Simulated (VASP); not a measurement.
Level of theory: revPBE GGA, VASP's PBE PAW potentials (set 64) (plane waves; VASP).

VASP input:

**POSCAR**
```
LiF
1
    0.0000000000     2.0150000000     2.0150000000
    2.0150000000     0.0000000000     2.0150000000
    2.0150000000     2.0150000000     0.0000000000
Li F
1 1
Direct
  0.0000000000   0.0000000000   0.0000000000
  0.5000000000   0.5000000000   0.5000000000
```

**INCAR**
```
LCHARG=.False.
LWAVE=.False.
EDIFF=1E-6   # SCF stop (eV)
NELM=100
SYSTEM=LiF
IBRION=2   # conjugate gradients
LREAL=.False.   # projection in real space or not
ISMEAR=0   # Gaussian
NSW=60   # most ionic steps
PREC=Accurate
SIGMA=0.05
GGA=RE   # revPBE
ENCUT=520   # plane-wave cut-off (eV)
EDIFFG=-0.01   # ionic stop
ISIF=3   # ions, shape and volume
ALGO=Normal
LASPH=.True.
```

KPOINTS:
```
kpoints
0
Gamma
 10 10 10
0 0 0
```

POTCAR, in this order: Li_sv F (PBE.64 set). Program: vasp_std.

The resulting files:

File OSZICAR:
```
       N       E                     dE             d eps       ncg     rms          rms(c)
DAV:   1     0.318203651094E+02    0.31820E+02   -0.56358E+03   871   0.112E+03
DAV:   2    -0.872160757656E+01   -0.40542E+02   -0.39990E+02   915   0.209E+02
DAV:   3    -0.969564073165E+01   -0.97403E+00   -0.97222E+00  1097   0.309E+01
DAV:   4    -0.970749147200E+01   -0.11851E-01   -0.11848E-01  1102   0.349E+00
DAV:   5    -0.970757320331E+01   -0.81731E-04   -0.81731E-04  1126   0.195E-01    0.464E+00
DAV:   6    -0.917122705206E+01    0.53635E+00   -0.28626E+00   859   0.133E+01    0.142E+00
DAV:   7    -0.918294177605E+01   -0.11715E-01   -0.22586E-02  1111   0.170E+00    0.884E-01
DAV:   8    -0.919727646538E+01   -0.14335E-01   -0.26153E-02  1050   0.201E+00    0.105E-01
DAV:   9    -0.919750273015E+01   -0.22626E-03   -0.11120E-03   990   0.364E-01    0.436E-02
DAV:  10    -0.919762260800E+01   -0.11988E-03   -0.26810E-04   947   0.158E-01    0.124E-02
DAV:  11    -0.919762657280E+01   -0.39648E-05   -0.96146E-06  1141   0.347E-02    0.300E-03
DAV:  12    -0.919762662608E+01   -0.53277E-07   -0.13564E-06   922   0.131E-02
   1 F= -.91976266E+01 E0= -.91976266E+01  d E =-.919763E+01
       N       E                     dE             d eps       ncg     rms          rms(c)
DAV:   1    -0.934428093137E+01   -0.14665E+00   -0.26383E+00   850   0.167E+01    0.296E+00
DAV:   2    -0.921632141680E+01    0.12796E+00   -0.70182E-01   865   0.697E+00    0.557E-01
DAV:   3    -0.921375503944E+01    0.25664E-02   -0.35808E-03  1182   0.748E-01    0.308E-01
DAV:   4    -0.921259061668E+01    0.11644E-02   -0.14590E-03  1396   0.395E-01    0.178E-02
DAV:   5    -0.921258604343E+01    0.45732E-05   -0.39524E-05   880   0.698E-02    0.594E-03
DAV:   6    -0.921259054919E+01   -0.45058E-05   -0.43952E-06  1185   0.220E-02    0.205E-03
DAV:   7    -0.921259023552E+01    0.31367E-06   -0.13968E-07   462   0.428E-03
   2 F= -.92125902E+01 E0= -.92125902E+01  d E =-.149636E-01
       N       E                     dE             d eps       ncg     rms          rms(c)
DAV:   1    -0.929524811738E+01   -0.82658E-01   -0.15750E+00   847   0.128E+01    0.230E+00
DAV:   2    -0.921847028761E+01    0.76778E-01   -0.43287E-01   866   0.543E+00    0.426E-01
DAV:   3    -0.921693945878E+01    0.15308E-02   -0.21452E-03  1125   0.582E-01    0.240E-01
DAV:   4    -0.921624939958E+01    0.69006E-03   -0.90017E-04  1422   0.309E-01    0.143E-02
DAV:   5    -0.921624544642E+01    0.39532E-05   -0.25717E-05   877   0.553E-02    0.463E-03
DAV:   6    -0.921624841548E+01   -0.29691E-05   -0.26920E-06  1020   0.170E-02    0.165E-03
DAV:   7    -0.921624816215E+01    0.25333E-06   -0.11055E-07   429   0.374E-03
   3 F= -.92162482E+01 E0= -.92162482E+01  d E =-.186215E-01
```

File OUTCAR:
```
------------------------ aborting loop because EDIFF is reached ----------------------------------------
  FORCE on cell =-STRESS in cart. coord.  units (eV):
  Direction    XX          YY          ZZ          XY          YZ          ZX
  --------------------------------------------------------------------------------------
  Total        0.0082486      0.0082486      0.0082486     -0.0000000      0.0000000     -0.0000000
  in kB        0.7543816      0.7543816      0.7543816     -0.0000000      0.0000000     -0.0000000
  external PRESSURE =       0.7543816 kB  Pullay stress =       0.0000000 kB
  volume of cell :       17.52
      direct lattice vectors                 reciprocal lattice vectors
     0.000000000  2.061370179  2.061370179    -0.242557113  0.242557113  0.242557113
     2.061370179  0.000000000  2.061370179     0.242557113 -0.242557113  0.242557113
     2.061370179  2.061370179  0.000000000     0.242557113  0.242557113 -0.242557113
  FREE ENERGIE OF THE ION-ELECTRON SYSTEM (eV)
  ---------------------------------------------------
  free  energy   TOTEN  =        -9.2162481621 eV

  energy  without entropy=       -9.2162481621  energy(sigma->0) =       -9.21624816

 reached required accuracy - stopping structural energy minimisation
```
(Selected blocks of OUTCAR.)

### CONTCAR
```
LiF
   1.00000000000000
     0.0000000000000000    2.0613701789887964    2.0613701789887968
     2.0613701789887968    0.0000000000000000    2.0613701789887968
     2.0613701789887968    2.0613701789887964    0.0000000000000000
  Li              F
     1     1
Direct
     0.0000000000000000    0.0000000000000000    0.0000000000000000
     0.5000000000000000    0.5000000000000000    0.5000000000000000
```

OUTCAR:
```
 val. band max:       -1.2585510722   @ k =   0.0000   0.0000   0.0000

 cond. band min:       7.4451810751   @ k =   0.0000   0.0000   0.0000


 Fermi energy:        -0.9127482008

 k-point     1 :       0.0000    0.0000    0.0000
  band No.  band energies     occupation
      1     -42.5882      2.00000
      2     -21.1306      2.00000
      3      -1.2586      2.00000
      4      -1.2586      2.00000
      5      -1.2586      2.00000
      6       7.4452      0.00000
      7      22.1797      0.00000
      8      22.1797      0.00000
      9      22.1797      0.00000

 k-point     2 :       0.1000    0.0000    0.0000
  band No.  band energies     occupation
      1     -42.5842      2.00000
      2     -21.0955      2.00000
      3      -1.5209      2.00000
      4      -1.2791      2.00000
      5      -1.2791      2.00000
      6       7.7431      0.00000
      7      19.6212      0.00000
      8      20.9958      0.00000
      9      20.9958      0.00000

 k-point     3 :       0.2000    0.0000    0.0000
  band No.  band energies     occupation
      1     -42.5740      2.00000
      2     -21.0053      2.00000
      3      -2.1481      2.00000
      4      -1.3319      2.00000
      5      -1.3319      2.00000
      6       8.4111      0.00000
      7      17.2011      0.00000
      8      19.5802      0.00000
      9      19.5802      0.00000

 k-point     4 :       0.3000    0.0000    0.0000
  band No.  band energies     occupation
      1     -42.5612      2.00000
      2     -20.8874      2.00000
      3      -2.8391      2.00000
      4      -1.3951      2.00000
      5      -1.3951      2.00000
      6       9.0458      0.00000
      7      15.6714      0.00000
      8      18.4027      0.00000
      9      18.4028      0.00000

 k-point     5 :       0.4000    0.0000    0.0000
  band No.  band energies     occupation
      1     -42.5509      2.00000
      2     -20.7898      2.00000
      3      -3.3520      2.00000
...
```

Energy and stress use the plane-wave basis of the starting cell.

The compound is LiF in the rock salt structure. This run relaxes it. Symmetry was kept, so distortions that lower it aren't found.
